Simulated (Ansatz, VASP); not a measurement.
# Cross-check of Si2Ni between VASP and Ansatz, part 2 of 2

Aim: how closely do two programs agree when they are given the same cell, functional and k mesh? The cell is taken from a series of runs on this material, whose earlier steps may have relaxed, scaled, displaced or heated it; both programs get it as it stands.

VASP 6.6.1 and Ansatz 0.2.0.

So far: Set-up; Ansatz: zone-centre phonons, PBEsol.

## (3) VASP: zone-centre phonons, PBEsol

Level of this step: PBEsol, no spin polarisation; plane waves and PAW (Si, Ni) (VASP).

The same cell, functional, mesh and smearing now go to VASP, with its own data sets.

Lines of VASP's logs that name or quote its potential files are left out, and so is its time.

File INCAR:

```
SYSTEM = Si2Ni
PREC = Accurate
ENCUT = 600
EDIFF = 1E-08
NELM = 120
ISMEAR = 1
SIGMA = 0.2
LREAL = .FALSE.
ALGO = Normal
GGA = PS
NBANDS = 15
LASPH = .TRUE.
LORBIT = 11
LWAVE = .FALSE.
LCHARG = .FALSE.
ISIF = 2
IBRION = 8
GGA_COMPAT = .FALSE.
KPAR = 2
```

File POSCAR:

```
Si2Ni
1.0
    0.0000000000      2.6397824234      2.6397824234
    2.6397824234      0.0000000000      2.6397824234
    2.6397824234      2.6397824234      0.0000000000
Si Ni
2 1
Direct
    0.2500000000      0.2500000000      0.2500000000
    0.7500000000      0.7500000000      0.7500000000
    0.0000000000      0.0000000000      0.0000000000
```

File KPOINTS:

```
Automatic mesh
0
Gamma
16 16 16
0 0 0
```

PAW data sets: Si and Ni (PBE family, release 64).

Run with:

```bash
$ mpirun -np 2 vasp_std
```

Numbers of over 12 decimals in the logs are rounded to 6 here.

The log of the run:

```text
[banner, memory and clock lines left out]
running    2 mpi-ranks, on    1 nodes
 distrk:  each k-point on    1 cores,    2 groups
 distr:  one band on    1 cores,    1 groups

 POSCAR found type information on POSCAR SiNi
 POSCAR found :  2 types and       3 ions
|                                                                             |
|               ----> ADVICE to this user running VASP <----                  |
|                                                                             |
|     You enforced a specific xc type in the INCAR file but a different       |
|     [... a line on the potential file left out ...]
|     I HOPE YOU KNOW WHAT YOU ARE DOING!                                     |
|                                                                             |

 LDA part: xc-table for (Slater+PW92), standard interpolation
 POSCAR, INCAR and KPOINTS ok, starting setup
 FFT: planning ... GRIDC
 FFT: planning ... GRID_SOFT
 FFT: planning ... GRID
 WAVECAR not read
 entering main loop
       N       E                     dE             d eps       ncg     rms          rms(c)
DAV:   1     0.723704217179E+02    0.72370E+02   -0.86615E+03  4374   0.140E+03
DAV:   2    -0.171013672565E+02   -0.89472E+02   -0.83022E+02  4595   0.246E+02
DAV:   3    -0.211955447327E+02   -0.40942E+01   -0.39967E+01  5787   0.568E+01
DAV:   4    -0.212634063507E+02   -0.67862E-01   -0.67809E-01  5056   0.683E+00
DAV:   5    -0.212650639766E+02   -0.16576E-02   -0.16578E-02  5988   0.113E+00    0.179E+01
DAV:   6    -0.255462105277E+02   -0.42811E+01   -0.46426E+01  4891   0.166E+02    0.244E+01
DAV:   7    -0.190065007352E+02    0.65397E+01   -0.13917E+01  5508   0.104E+02    0.384E+00
DAV:   8    -0.189622922623E+02    0.44208E-01   -0.18291E+00  6435   0.208E+01    0.285E+00
DAV:   9    -0.189022255256E+02    0.60067E-01   -0.26716E-01  5464   0.104E+01    0.622E-01
DAV:  10    -0.189005906363E+02    0.16349E-02   -0.95017E-03  6259   0.188E+00    0.283E-01
DAV:  11    -0.189004819061E+02    0.10873E-03   -0.76556E-04  6806   0.286E-01    0.548E-02
DAV:  12    -0.189004979715E+02   -0.16065E-04   -0.33297E-05  5417   0.854E-02    0.203E-02
DAV:  13    -0.189004940858E+02    0.38857E-05   -0.11108E-05  5809   0.867E-02    0.475E-03
DAV:  14    -0.189004940564E+02    0.29428E-07   -0.10232E-06  4840   0.737E-03    0.283E-03
DAV:  15    -0.189004940538E+02    0.26332E-08   -0.18178E-07  6107   0.104E-02    0.423E-04
DAV:  16    -0.189004940946E+02   -0.40843E-07   -0.24465E-08  4173   0.118E-03    0.158E-04
DAV:  17    -0.189004940962E+02   -0.16053E-08   -0.55926E-10  2882   0.272E-04
   1 F= -.18900494E+02 E0= -.18900493E+02  d E =-.198642E-05
 Linear response reoptimize wavefunctions to high precision
DAV:   1    -0.189004940974E+02   -0.12028E-08   -0.15550E-10  3022   0.244E-04
DAV:   2    -0.189004940974E+02    0.16371E-10   -0.86611E-11  2462   0.917E-05
 Linear response DOF=           2
 Linear response progress:
  Degree of freedom:   1/  2
       N       E                     dE             d eps       ncg     rms          rms(c)
RMM:   1    -0.204278335310E-01   -0.20428E-01    0.31775E-02 46175   0.127E+00
RMM:   2    -0.178206419991E-01    0.26072E-02   -0.93512E-04 27950   0.553E-01    0.101E-01
RMM:   3    -0.180250725778E-01   -0.20443E-03   -0.45068E-04 31499   0.156E-01    0.546E-02
RMM:   4    -0.181963412797E-01   -0.17127E-03   -0.76275E-05 29683   0.611E-02    0.839E-03
RMM:   5    -0.181844217495E-01    0.11920E-04   -0.44676E-06 32471   0.165E-02    0.498E-03
RMM:   6    -0.181727680671E-01    0.11654E-04   -0.10247E-06 33027   0.559E-03    0.762E-04
RMM:   7    -0.181783337741E-01   -0.55657E-05   -0.32657E-07 32307   0.210E-03    0.522E-04
RMM:   8    -0.181773009549E-01    0.10328E-05    0.27819E-08 31606   0.823E-04    0.312E-04
RMM:   9    -0.181762890176E-01    0.10119E-05    0.22702E-08 31718   0.438E-04    0.602E-05
RMM:  10    -0.181763862038E-01   -0.97186E-07   -0.12657E-08 33735   0.123E-04    0.162E-05
RMM:  11    -0.181763351345E-01    0.51069E-07    0.22637E-09 34038   0.395E-05    0.580E-06
RMM:  12    -0.181763377898E-01   -0.26553E-08    0.23018E-09 34227   0.140E-05    0.276E-06
 first order change of Fermi-energy  -0.49317E-05
 force on displaced ion       1 direction 1 : -10.487   0.000   0.000
 Linear response progress:
  Degree of freedom:   2/  2
       N       E                     dE             d eps       ncg     rms          rms(c)
RMM:   1    -0.192302283107E+00   -0.19230E+00   -0.10724E-01 16288   0.257E+00
RMM:   2    -0.188392373688E+00    0.39099E-02   -0.24790E-03 14852   0.635E-01    0.218E-01
RMM:   3    -0.188152684744E+00    0.23969E-03   -0.34993E-04 16578   0.146E-01    0.129E-01
RMM:   4    -0.188804049656E+00   -0.65136E-03   -0.42239E-04 17654   0.145E-01    0.798E-03
RMM:   5    -0.188756187127E+00    0.47863E-04   -0.73522E-06 18117   0.272E-02    0.494E-03
RMM:   6    -0.188748730063E+00    0.74571E-05   -0.66290E-07 16417   0.899E-03    0.369E-03
RMM:   7    -0.188735296721E+00    0.13433E-04   -0.29405E-07 17651   0.576E-03    0.645E-04
RMM:   8    -0.188729276295E+00    0.60204E-05   -0.23574E-08 18768   0.122E-03    0.264E-04
RMM:   9    -0.188726499708E+00    0.27766E-05   -0.19483E-09 18095   0.352E-04    0.370E-05
RMM:  10    -0.188726266448E+00    0.23326E-06   -0.22611E-10 19018   0.102E-04    0.183E-05
RMM:  11    -0.188726241801E+00    0.24648E-07   -0.21279E-10 19150   0.400E-05    0.636E-06
RMM:  12    -0.188726163918E+00    0.77883E-07   -0.24651E-10 19171   0.145E-05    0.134E-06
RMM:  13    -0.188726178737E+00   -0.14819E-07   -0.24292E-10 18721   0.640E-06    0.531E-07
RMM:  14    -0.188726179712E+00   -0.97519E-09    0.24901E-10 14229   0.399E-06    0.215E-07
 first order change of Fermi-energy  -0.43164E-03
 force on displaced ion       3 direction 1 : -13.101   0.000   0.000
 Linear response finished
```

From OUTCAR (step 3):

```text
ion  position               nearest neighbor table
   1  0.250  0.250  0.250-   3 2.29   3 2.29   3 2.29   3 2.29   2 2.64   2 2.64   2 2.64   2 2.64
                             2 2.64   2 2.64
   2  0.750  0.750  0.750-   3 2.29   3 2.29   3 2.29   3 2.29   1 2.64   1 2.64   1 2.64   1 2.64
                             1 2.64   1 2.64
   3  0.000  0.000  0.000-   2 2.29   2 2.29   2 2.29   1 2.29   2 2.29   1 2.29   1 2.29   1 2.29

  LATTYP: Found a face centered cubic cell.
 ALAT       =     5.2795648468

 Subroutine GETGRP returns: Found 48 space group operations
 (whereof 48 operations were pure point group operations)

The static configuration has the point symmetry O_h .

 Found    145 irreducible k-points:

   k-points           NKPTS =    145   k-points in BZ     NKDIM =    145   number of bands    NBANDS=     15

   dimension x,y,z NGX =    30 NGY =   30 NGZ =   30
   dimension x,y,z NGXF=    60 NGYF=   60 NGZF=   60

   ENCUT  =  600.0 eV  44.10 Ry    6.64 a.u.   7.46  7.46  7.46*2*pi/ulx,y,z

   NELECT =      18.0000    total number of electrons

 k-points in reciprocal lattice and weights: Automatic mesh
   0.00000000  0.00000000  0.00000000       0.000
   0.06250000  0.00000000  0.00000000       0.002
   0.12500000  0.00000000  0.00000000       0.002
   0.18750000  0.00000000  0.00000000       0.002
   0.25000000  0.00000000  0.00000000       0.002
   0.31250000  0.00000000  0.00000000       0.002
   0.37500000  0.00000000  0.00000000       0.002
   0.43750000  0.00000000  0.00000000       0.002
   0.50000000  0.00000000  0.00000000       0.001
[...]
-0.31250000  0.50000000  0.18750000       0.003
  -0.25000000  0.50000000  0.25000000       0.001

 average (electrostatic) potential at core
       1 -78.6042       2 -78.6042       3 -81.3714

  Total        2.6226775      2.6226775      2.6226775     -0.0000000     -0.0000000      0.0000000
  in kB      114.2144570    114.2144570    114.2144570     -0.0000000     -0.0000000      0.0000000
  external PRESSURE =     114.2144570 kB  Pullay stress =       0.0000000 kB

  energy-cutoff  :      600.00
  volume of cell :       36.79
      direct lattice vectors                 reciprocal lattice vectors
     0.000000000  2.639782423  2.639782423    -0.189409550  0.189409550  0.189409550
     2.639782423  0.000000000  2.639782423     0.189409550 -0.189409550  0.189409550
     2.639782423  2.639782423  0.000000000     0.189409550  0.189409550 -0.189409550

 POSITION                                       TOTAL-FORCE (eV/Angst)
 -----------------------------------------------------------------------------------
      1.31989      1.31989      1.31989         0.000000      0.000000      0.000000
      3.95967      3.95967      3.95967        -0.000000     -0.000000     -0.000000
      0.00000      0.00000      0.00000        -0.000000      0.000000     -0.000000
 -----------------------------------------------------------------------------------
    total drift:                                0.000000     -0.000000     -0.000000

 Eigenvectors and eigenvalues of the dynamical matrix
 ----------------------------------------------------

   1 f  =   11.205488 THz    70.406157 2PiTHz  373.774845 cm-1    46.342154 meV
             X         Y         Z           dx          dy          dz
      1.319891  1.319891  1.319891    -0.280753   -0.601718   -0.243131
      3.959674  3.959674  3.959674     0.280753    0.601718    0.243131
      0.000000  0.000000  0.000000     0.000000   -0.000000    0.000000

   2 f  =   11.205488 THz    70.406157 2PiTHz  373.774845 cm-1    46.342154 meV
             X         Y         Z           dx          dy          dz
      1.319891  1.319891  1.319891     0.148140   -0.317332    0.614292
      3.959674  3.959674  3.959674    -0.148140    0.317332   -0.614292
      0.000000  0.000000  0.000000    -0.000000    0.000000    0.000000

   3 f  =   11.205488 THz    70.406157 2PiTHz  373.774845 cm-1    46.342154 meV
             X         Y         Z           dx          dy          dz
      1.319891  1.319891  1.319891    -0.631848    0.192965    0.252056
      3.959674  3.959674  3.959674     0.631848   -0.192965   -0.252056
      0.000000  0.000000  0.000000     0.000000    0.000000    0.000000

   4 f  =   10.560017 THz    66.350542 2PiTHz  352.244242 cm-1    43.672700 meV
             X         Y         Z           dx          dy          dz
      1.319891  1.319891  1.319891    -0.473946   -0.175396    0.000000
      3.959674  3.959674  3.959674    -0.473946   -0.175396   -0.000000
      0.000000  0.000000  0.000000     0.655967    0.242757    0.000000

   5 f  =   10.560017 THz    66.350542 2PiTHz  352.244242 cm-1    43.672700 meV
             X         Y         Z           dx          dy          dz
      1.319891  1.319891  1.319891     0.000000    0.000000   -0.505360
      3.959674  3.959674  3.959674     0.000000    0.000000   -0.505360
      0.000000  0.000000  0.000000     0.000000   -0.000000    0.699445

   6 f  =   10.560017 THz    66.350542 2PiTHz  352.244242 cm-1    43.672700 meV
             X         Y         Z           dx          dy          dz
      1.319891  1.319891  1.319891    -0.175396    0.473946    0.000000
      3.959674  3.959674  3.959674    -0.175396    0.473946   -0.000000
      0.000000  0.000000  0.000000     0.242757   -0.655967    0.000000

   7 f/i=    0.002040 THz     0.012820 2PiTHz    0.068057 cm-1     0.008438 meV
             X         Y         Z           dx          dy          dz
      1.319891  1.319891  1.319891    -0.494556   -0.005054    0.000577
      3.959674  3.959674  3.959674    -0.494556   -0.005054    0.000577
      0.000000  0.000000  0.000000    -0.714649   -0.007303    0.000834

   8 f/i=    0.002040 THz     0.012820 2PiTHz    0.068057 cm-1     0.008438 meV
             X         Y         Z           dx          dy          dz
      1.319891  1.319891  1.319891     0.004832   -0.449263    0.206764
      3.959674  3.959674  3.959674     0.004832   -0.449263    0.206764
      0.000000  0.000000  0.000000     0.006983   -0.649198    0.298781

   9 f/i=    0.002040 THz     0.012820 2PiTHz    0.068057 cm-1     0.008438 meV
             X         Y         Z           dx          dy          dz
      1.319891  1.319891  1.319891     0.001589   -0.206759   -0.449288
      3.959674  3.959674  3.959674     0.001589   -0.206759   -0.449288
      0.000000  0.000000  0.000000     0.002296   -0.298773   -0.649235

 ELASTIC MODULI CONTR FROM IONIC RELAXATION (kBar)
 Direction    XX          YY          ZZ          XY          YZ          ZX
 --------------------------------------------------------------------------------
 XX          -0.0000     -0.0000     -0.0000      0.0000      0.0000      0.0000
 YY          -0.0000     -0.0000     -0.0000      0.0000      0.0000      0.0000
 ZZ          -0.0000     -0.0000     -0.0000      0.0000      0.0000      0.0000
 XY           0.0000      0.0000      0.0000   -520.4164     -0.0000     -0.0000
 YZ           0.0000      0.0000      0.0000     -0.0000   -520.4164     -0.0000
 ZX           0.0000      0.0000      0.0000     -0.0000     -0.0000   -520.4164
 --------------------------------------------------------------------------------
```

## (4) Differences

Known differences besides the potentials themselves: the data sets hold 26 valence electrons in Ansatz (on its PAW soft_1 files) and 18 in VASP; the cutoff is 420 eV in Ansatz and 600 eV in VASP; Ansatz makes its cores anew for this functional, VASP keeps those of its PBE data sets. Total energies have different zeros and are not compared.

The two programs side by side:

```csv
quantity,Ansatz,VASP,difference
optical mode 1 to 3 (cm⁻¹),351.3,352.2,-0.27 %
optical mode 4 to 6 (cm⁻¹),374.9,373.8,+0.29 %
```

Modes are paired by rising frequency, not by their patterns, so a pair may set unlike modes beside each other; they are those without the splitting of longitudinal modes.

## (5) Results

```
r.m.s. difference of the optical zone-centre modes, each program's sorted by frequency (zone-centre phonons, PBEsol) : 1.0 cm⁻¹
```

What this shows: The r.m.s. difference of the optical zone-centre modes, each program's sorted by frequency is 1.0 cm⁻¹ (zone-centre phonons, PBEsol). The data sets hold unlike numbers of valence electrons (26 in Ansatz and 18 in VASP), so part of the differences may come from the potentials. How closely two codes agree says nothing of how well the functional describes the real material.

[Lines on the potential files, build, host, timing and source positions are cut from VASP's logs without a mark.]

[Logs are printed without paths, hosts, clocks, repeated set-up lines and the standing remarks that a program may print on its own settings, such as how far it seeks lower states.]

[Hosts, paths, dates, database ids (printed as entryN), source tags and the programs' standing remarks are cut or masked in the printed files.]
